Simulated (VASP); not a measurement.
A VASP calculation is set up with these files.

### INCAR
```
SYSTEM = Ni
PREC = Accurate
ENCUT = 400
EDIFF = 1E-6
NELM = 100
ALGO = Normal
LREAL = .FALSE.
LASPH = .TRUE.
ISMEAR = 1
SIGMA = 1.5
GGA = PE
LMAXMIX = 4
ISPIN = 2
MAGMOM = 0.8
LORBIT = 10
LWAVE = .FALSE.
LCHARG = .FALSE.
ISIF = 2
```

### KPOINTS
```
Automatic mesh
0
Gamma
13 13 13
0 0 0
```

POSCAR:
```
Ni
1
    0.0000000000     1.7600000000     1.7600000000
    1.7600000000     0.0000000000     1.7600000000
    1.7600000000     1.7600000000     0.0000000000
Ni
1
Direct
  0.0000000000   0.0000000000   0.0000000000
```

POTCAR, in this order: Ni (PBE.64 set). Program: vasp_std.

The run wrote:

**standard output**
```
 POSCAR found type information on POSCAR Ni
 POSCAR found :  1 types and       1 ions
 Reading from existing POTCAR
 Reading from existing POTCAR
 LDA part: xc-table for (Slater+PW92), standard interpolation
 POSCAR, INCAR and KPOINTS ok, starting setup
 WAVECAR not read
 entering main loop
       N       E                     dE             d eps       ncg     rms          rms(c)
DAV:   1     0.190326545280E+02    0.19033E+02   -0.40909E+03  3128   0.117E+03
DAV:   2    -0.622400802700E+01   -0.25257E+02   -0.24243E+02  3041   0.152E+02
DAV:   3    -0.655509529086E+01   -0.33109E+00   -0.32993E+00  3508   0.225E+01
DAV:   4    -0.655804437541E+01   -0.29491E-02   -0.29488E-02  3483   0.192E+00
DAV:   5    -0.655812234489E+01   -0.77969E-04   -0.77969E-04  3505   0.264E-01    0.996E+00
DAV:   6    -0.585476326727E+01    0.70336E+00   -0.16965E+01  3173   0.678E+01    0.592E+00
DAV:   7    -0.552019080519E+01    0.33457E+00   -0.29157E+00  3191   0.260E+01    0.184E+00
DAV:   8    -0.550588523071E+01    0.14306E-01   -0.31214E-02  4049   0.194E+00    0.728E-01
DAV:   9    -0.550501893378E+01    0.86630E-03   -0.20288E-03  3859   0.407E-01    0.319E-01
DAV:  10    -0.550558475379E+01   -0.56582E-03   -0.30410E-03  3384   0.634E-01    0.194E-01
DAV:  11    -0.550633848098E+01   -0.75373E-03   -0.52879E-03  3407   0.962E-01    0.549E-02
DAV:  12    -0.550641469208E+01   -0.76211E-04   -0.39704E-04  4000   0.212E-01    0.573E-02
DAV:  13    -0.550644811334E+01   -0.33421E-04   -0.33293E-04  3289   0.250E-01    0.214E-02
DAV:  14    -0.550645114001E+01   -0.30267E-05   -0.17401E-06  2966   0.161E-02    0.310E-03
DAV:  15    -0.550645111750E+01    0.22508E-07   -0.13756E-06  1587   0.142E-02
   1 F= -.55064511E+01 E0= -.54849511E+01  d E =-.645000E-01  mag=     0.0001
```

File OUTCAR:
```
------------------------ aborting loop because EDIFF is reached ----------------------------------------
  FORCE on cell =-STRESS in cart. coord.  units (eV):
  Direction    XX          YY          ZZ          XY          YZ          ZX
  --------------------------------------------------------------------------------------
  Total       -0.2020092     -0.2020092     -0.2020092      0.0000000      0.0000000      0.0000000
  in kB      -29.6834133    -29.6834133    -29.6834133      0.0000000      0.0000000      0.0000000
  external PRESSURE =     -29.6834133 kB  Pullay stress =       0.0000000 kB
  volume of cell :       10.90
      direct lattice vectors                 reciprocal lattice vectors
     0.000000000  1.760000000  1.760000000    -0.284090909  0.284090909  0.284090909
     1.760000000  0.000000000  1.760000000     0.284090909 -0.284090909  0.284090909
     1.760000000  1.760000000  0.000000000     0.284090909  0.284090909 -0.284090909
 POSITION                                       TOTAL-FORCE (eV/Angst)
 -----------------------------------------------------------------------------------
      0.00000      0.00000      0.00000         0.000000      0.000000      0.000000
 -----------------------------------------------------------------------------------
    total drift:                                0.000000      0.000000      0.000000
  FREE ENERGIE OF THE ION-ELECTRON SYSTEM (eV)
  ---------------------------------------------------
  free  energy   TOTEN  =        -5.5064511175 eV

  energy  without entropy=       -5.4419511425  energy(sigma->0) =       -5.48495113

 total charge

# of ion       s       p       d       tot
------------------------------------------
    1        0.497   0.497   8.308   9.301

 magnetization (x)

# of ion       s       p       d       tot
------------------------------------------
    1        0.000   0.000  -0.000  -0.000
```
(Selected blocks of OUTCAR.)

Task: The run ends quietly. Is anything wrong with it?

Result: The cause: SIGMA is far too large. The run ends without an error. Against the sound run, the energy per atom (σ→0) falls by 0.011 eV/atom; the pressure falls by 1.87 GPa; the cell moment decreases by 0.63 μB. To mend it, set SIGMA = 0.1.

The mended run (PBE GGA, plane waves, VASP's PBE PAW potentials (set 64)) converges, and its OSZICAR ends with
```
   1 F= -.54742538E+01 E0= -.54742870E+01  d E =0.998251E-04  mag=     0.6269
```

The compound is Ni in the fcc structure. The cell was not relaxed at this level.
